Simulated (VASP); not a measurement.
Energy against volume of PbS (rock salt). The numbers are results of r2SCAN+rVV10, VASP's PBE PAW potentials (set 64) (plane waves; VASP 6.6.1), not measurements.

```tsv
V (Å³/atom)	E (eV/atom)
24.702	-32.53300
25.491	-32.54841
26.279	-32.55334
27.067	-32.54928
27.856	-32.53759
```

Question: Fit a third-order Birch-Murnaghan equation of state.

Answer: 
```yaml
volume_per_atom: 26.30 Å³/atom
bulk_modulus: 60.4 GPa
pressure_derivative_of_the_bulk_modulus: 4.26
lattice_constant_a: 5.947 Å
```

Measured: a 5.914 Å at 120 K (computed value off by +0.6 %), as given by Noda, Masumoto, Ohba, Saito, Toriumi, Iwata, Shibuya, Acta Cryst. C 43, 1443 (1987), by a structure database's card. The calculation is for a static lattice, while the measured a holds thermal and zero-point effects, which are part of the difference.

The compound is PbS in the rock salt structure. It was relaxed first.
